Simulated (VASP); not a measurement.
Method: SCAN meta-GGA, VASP's PBE PAW potentials (set 64) (plane waves; VASP).

The input files of a VASP run:

File POSCAR:
```
Sc
1
    1.6550000000    -2.8665440000     0.0000000000
    1.6550000000     2.8665440000     0.0000000000
    0.0000000000     0.0000000000     5.2700000000
Sc
2
Direct
  0.3333330000   0.6666670000   0.2500000000
  0.6666670000   0.3333330000   0.7500000000
```

File KPOINTS:
```
Automatic mesh
0
Gamma
11 11 6
0 0 0
```

INCAR:
```
SYSTEM = Sc
PREC = Accurate; ENCUT = 520; LREAL = F
LASPH = T
EDIFF = 1E-6; NELM = 100; ALGO = Normal
LMAXMIX = 4; LMIXTAU = T
ISMEAR = 1; SIGMA = 0.1
METAGGA = SCAN
IBRION = 2; NSW = 60; ISIF = 3
EDIFFG = -0.01
LWAVE = F; LCHARG = F
```

POTCAR, in this order: Sc_sv (PBE.64 set). Program: vasp_std.

### Question
What does the run give for the energy per atom (σ→0), volume per atom, band gap (on the k-mesh)?

### Answer

| Quantity | Result |
|---|---|
| energy per atom (σ→0) | -14.209 eV/atom |
| band gap (on the k-mesh) | none (metal, semimetal or under 0.01 eV) |
| volume per atom | 24.80 Å³/atom |

OSZICAR:
```
...
DAV:   4    -0.284201947660E+02   -0.78052E-03   -0.10514E-02  1920   0.131E+00    0.264E-02
DAV:   5    -0.284184103245E+02    0.17844E-02   -0.57728E-03  1920   0.935E-01    0.635E-03
DAV:   6    -0.284184232820E+02   -0.12957E-04   -0.32652E-04  2136   0.204E-01    0.574E-03
DAV:   7    -0.284184220344E+02    0.12476E-05   -0.40529E-05  2666   0.859E-02    0.461E-03
DAV:   8    -0.284183862283E+02    0.35806E-04   -0.11530E-04  1920   0.136E-01    0.153E-03
DAV:   9    -0.284183810439E+02    0.51845E-05   -0.39014E-05  1600   0.812E-02    0.774E-04
DAV:  10    -0.284183808133E+02    0.23056E-06   -0.13986E-06  1744   0.231E-02
   4 F= -.28418381E+02 E0= -.28418670E+02  d E =-.106668E-02
```

The compound is Sc in the hcp structure. This run relaxes it. Symmetry was kept, so distortions that lower it aren't found.
